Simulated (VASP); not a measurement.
Computed with TPSS meta-GGA, VASP's PBE PAW potentials (set 64) (plane waves; VASP).

VASP input:

### INCAR
```
# general
SYSTEM  = NiSi2
PREC    = Accurate
ENCUT   = 520
LREAL   = .FALSE.
LASPH   = .TRUE.

# electronic loop
EDIFF   = 1E-7
NELM    = 100
ALGO    = Normal
LMAXMIX = 4
LMIXTAU = .TRUE.

# smearing
ISMEAR  = 1
SIGMA   = 0.1

# functional
METAGGA = TPSS

# ions
ISIF    = 2

# output
LWAVE   = .FALSE.
LCHARG  = .FALSE.
```

**POSCAR**
```
NiSi2
5.4525120
  0.0000000000   0.5000000118   0.5000000118
  0.5000000118   0.0000000000   0.5000000118
  0.5000000118   0.5000000118   0.0000000000
Si Ni
2 1
Direct
  0.2500000000   0.2500000000   0.2500000000
  0.7500000000   0.7500000000   0.7500000000
  0.0000000000   0.0000000000   0.0000000000
```

File KPOINTS:
```
Automatic mesh
0
Gamma
10 10 10
0 0 0
```

POTCAR, in this order: Si Ni (PBE.64 set). Program: vasp_std.

The run wrote:

### OSZICAR
```
       N       E                     dE             d eps       ncg     rms          rms(c)
DAV:   1     0.951767674826E+02    0.95177E+02   -0.93609E+03  1222   0.175E+03
DAV:   2    -0.117199050510E+02   -0.10690E+03   -0.10158E+03  1342   0.366E+02
DAV:   3    -0.183686053990E+02   -0.66487E+01   -0.64461E+01  1570   0.106E+02
DAV:   4    -0.185534453643E+02   -0.18484E+00   -0.18370E+00  1746   0.177E+01
DAV:   5    -0.185591167844E+02   -0.56714E-02   -0.56703E-02  1737   0.310E+00    0.105E+01
DAV:   6    -0.339401908905E+02   -0.15381E+02   -0.26752E+01  1222   0.756E+01    0.510E+00
DAV:   7    -0.338962594612E+02    0.43931E-01   -0.69508E-01  1565   0.134E+01    0.324E+00
DAV:   8    -0.339642432927E+02   -0.67984E-01   -0.53707E-01  1345   0.170E+01    0.235E+00
DAV:   9    -0.339295807145E+02    0.34663E-01   -0.42111E-01  1541   0.173E+01    0.109E+00
DAV:  10    -0.339430110782E+02   -0.13430E-01   -0.10705E-01  1469   0.679E+00    0.381E-01
DAV:  11    -0.339474261650E+02   -0.44151E-02   -0.20996E-02  1388   0.260E+00    0.250E-01
DAV:  12    -0.339543967654E+02   -0.69706E-02   -0.67765E-03  1388   0.130E+00    0.252E-02
DAV:  13    -0.339561267461E+02   -0.17300E-02   -0.49780E-04  1462   0.263E-01    0.369E-02
DAV:  14    -0.339561336672E+02   -0.69211E-05   -0.92826E-06  1508   0.392E-02    0.333E-02
DAV:  15    -0.339561717530E+02   -0.38086E-04   -0.77865E-05  1742   0.185E-01    0.823E-03
DAV:  16    -0.339561768351E+02   -0.50821E-05   -0.77352E-06  1736   0.459E-02    0.445E-03
DAV:  17    -0.339561751720E+02    0.16631E-05   -0.33319E-07  1447   0.772E-03    0.294E-03
DAV:  18    -0.339561779058E+02   -0.27338E-05   -0.73921E-07  1382   0.129E-02    0.517E-04
DAV:  19    -0.339561764055E+02    0.15003E-05   -0.17603E-07  1046   0.795E-03    0.794E-04
DAV:  20    -0.339561771447E+02   -0.73920E-06   -0.71188E-08   821   0.624E-03    0.498E-04
DAV:  21    -0.339561770775E+02    0.67133E-07   -0.10918E-08   706   0.282E-03
   1 F= -.33956177E+02 E0= -.33955844E+02  d E =-.100062E-02
```

**OUTCAR**
```
------------------------ aborting loop because EDIFF is reached ----------------------------------------
  FORCE on cell =-STRESS in cart. coord.  units (eV):
  Direction    XX          YY          ZZ          XY          YZ          ZX
  --------------------------------------------------------------------------------------
  Total       -1.2058764     -1.2058764     -1.2058764      0.0000000      0.0000000      0.0000000
  in kB      -47.6742023    -47.6742023    -47.6742023      0.0000000      0.0000000      0.0000000
  external PRESSURE =     -47.6742023 kB  Pullay stress =       0.0000000 kB
  volume of cell :       40.53
      direct lattice vectors                 reciprocal lattice vectors
     0.000000000  2.726256064  2.726256064    -0.183401701  0.183401701  0.183401701
     2.726256064  0.000000000  2.726256064     0.183401701 -0.183401701  0.183401701
     2.726256064  2.726256064  0.000000000     0.183401701  0.183401701 -0.183401701
 POSITION                                       TOTAL-FORCE (eV/Angst)
 -----------------------------------------------------------------------------------
      1.36313      1.36313      1.36313         0.000000     -0.000000      0.000000
      4.08938      4.08938      4.08938        -0.000000      0.000000     -0.000000
      0.00000      0.00000      0.00000        -0.000000      0.000000     -0.000000
 -----------------------------------------------------------------------------------
    total drift:                                0.000000     -0.000000     -0.000000
  FREE ENERGIE OF THE ION-ELECTRON SYSTEM (eV)
  ---------------------------------------------------
  free  energy   TOTEN  =       -33.9561770775 eV

  energy  without entropy=      -33.9551764600  energy(sigma->0) =      -33.95584354
```
(Selected blocks of OUTCAR.)

The compound is NiSi2 in the fluorite structure. This cell is one point of a volume scan, at 1.03 of the reference volume. The run is not spin-polarised, so no magnetic state was tried.
